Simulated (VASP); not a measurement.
Input for VASP

File POSCAR:
```
Zr
1
    1.6473000000    -2.8532070000     0.0000000000
    1.6473000000     2.8532070000     0.0000000000
    0.0000000000     0.0000000000     5.2530000000
Zr
2
Direct
  0.3333330000   0.6666670000   0.2500000000
  0.6666670000   0.3333330000   0.7500000000
```

**KPOINTS**
```
k-points along high-symmetry lines
5
Line-mode
Reciprocal
  0.000000   0.000000   0.000000 ! GAMMA
  0.000000   0.500000   0.000000 ! M

  0.000000   0.500000   0.000000 ! M
 -0.333333   0.666667   0.000000 ! K

 -0.333333   0.666667   0.000000 ! K
  0.000000   0.000000   0.000000 ! GAMMA

  0.000000   0.000000   0.000000 ! GAMMA
  0.000000   0.000000   0.500000 ! A

  0.000000   0.000000   0.500000 ! A
  0.000000   0.500000   0.500000 ! L

  0.000000   0.500000   0.500000 ! L
 -0.333333   0.666667   0.500000 ! H

 -0.333333   0.666667   0.500000 ! H
  0.000000   0.000000   0.500000 ! A

  0.000000   0.500000   0.500000 ! L
  0.000000   0.500000   0.000000 ! M

 -0.333333   0.666667   0.500000 ! H
 -0.333333   0.666667   0.000000 ! K
```

INCAR:
```
SYSTEM = Zr
PREC = Accurate
ENCUT = 400
EDIFF = 1E-6
NELM = 100
ALGO = Normal
LREAL = .FALSE.
LASPH = .TRUE.
ISMEAR = 1
SIGMA = 0.1
GGA = PE
LMAXMIX = 4
LWAVE = .FALSE.
LCHARG = .FALSE.
ISIF = 2
```

POTCAR, in this order: Zr_sv (PBE.64 set). Program: vasp_std.

The resulting files:

**standard output**
```
 POSCAR found type information on POSCAR Zr
 POSCAR found :  1 types and       2 ions
 Reading from existing POTCAR
 Reading from existing POTCAR
 LDA part: xc-table for (Slater+PW92), standard interpolation
 POSCAR, INCAR and KPOINTS ok, starting setup
 WAVECAR not read
 entering main loop
       N       E                     dE             d eps       ncg     rms          rms(c)
DAV:   1     0.181534342016E+03    0.18153E+03   -0.12037E+04  1448   0.122E+03
DAV:   2    -0.541316736945E+01   -0.18695E+03   -0.18520E+03  1824   0.365E+02
DAV:   3    -0.176438682150E+02   -0.12231E+02   -0.12130E+02  2800   0.679E+01
DAV:   4    -0.178114256301E+02   -0.16756E+00   -0.16752E+00  1544   0.916E+00
DAV:   5    -0.178158795612E+02   -0.44539E-02   -0.44539E-02  2256   0.100E+00    0.129E+01
DAV:   6    -0.171649698168E+02    0.65091E+00   -0.10461E+00  1488   0.880E+00    0.490E+00
DAV:   7    -0.170376577556E+02    0.12731E+00   -0.62612E-01  1960   0.597E+00    0.111E+00
DAV:   8    -0.170432033383E+02   -0.55456E-02   -0.43348E-02  1928   0.169E+00    0.241E-01
DAV:   9    -0.170432369266E+02   -0.33588E-04   -0.13647E-03  1800   0.368E-01    0.479E-02
DAV:  10    -0.170431859459E+02    0.50981E-04   -0.39391E-05  2192   0.474E-02    0.201E-02
DAV:  11    -0.170431866788E+02   -0.73289E-06   -0.90723E-06  1760   0.345E-02
   1 F= -.17043187E+02 E0= -.17043092E+02  d E =-.284350E-03
```

File OUTCAR:
```
------------------------ aborting loop because EDIFF is reached ----------------------------------------
  FORCE on cell =-STRESS in cart. coord.  units (eV):
  Direction    XX          YY          ZZ          XY          YZ          ZX
  --------------------------------------------------------------------------------------
  Total       -1.8508587     -1.8508583     -0.2020450      0.0000000     -0.0000000      0.0000000
  in kB      -60.0537977    -60.0537852     -6.5556431      0.0000000     -0.0000000      0.0000000
  external PRESSURE =     -42.2210753 kB  Pullay stress =       0.0000000 kB
  volume of cell :       49.38
      direct lattice vectors                 reciprocal lattice vectors
     1.647300000 -2.853207000  0.000000000     0.303526984 -0.175241404  0.000000000
     1.647300000  2.853207000  0.000000000     0.303526984  0.175241404  0.000000000
     0.000000000  0.000000000  5.253000000     0.000000000  0.000000000  0.190367409
 POSITION                                       TOTAL-FORCE (eV/Angst)
 -----------------------------------------------------------------------------------
      1.64730      0.95107      1.31325        -0.000000      0.000000      0.000000
      1.64730     -0.95107      3.93975         0.000000     -0.000000      0.000000
 -----------------------------------------------------------------------------------
    total drift:                                0.000000      0.001148     -0.000010
  FREE ENERGIE OF THE ION-ELECTRON SYSTEM (eV)
  ---------------------------------------------------
  free  energy   TOTEN  =       -17.0431866788 eV

  energy  without entropy=      -17.0429023288  energy(sigma->0) =      -17.04309190
```
(Selected blocks of OUTCAR.)

The run ends quietly. Is anything wrong with it?

The cause: a line-mode KPOINTS file was used for a self-consistent run. The run ends without an error. Against the sound run, the energy per atom (σ→0) decreases by 0.018 eV/atom; the pressure goes up by 0.68 GPa. To mend it, correct KPOINTS.
File KPOINTS:
```
Automatic mesh
0
Gamma
10 10 5
0 0 0
```
The mended run (PBE GGA, plane waves, VASP's PBE PAW potentials (set 64)) converges, and its OSZICAR ends with
```
   1 F= -.17005991E+02 E0= -.17006729E+02  d E =0.221497E-02
```

The compound is Zr in the hcp structure. The cell was not relaxed at this level.
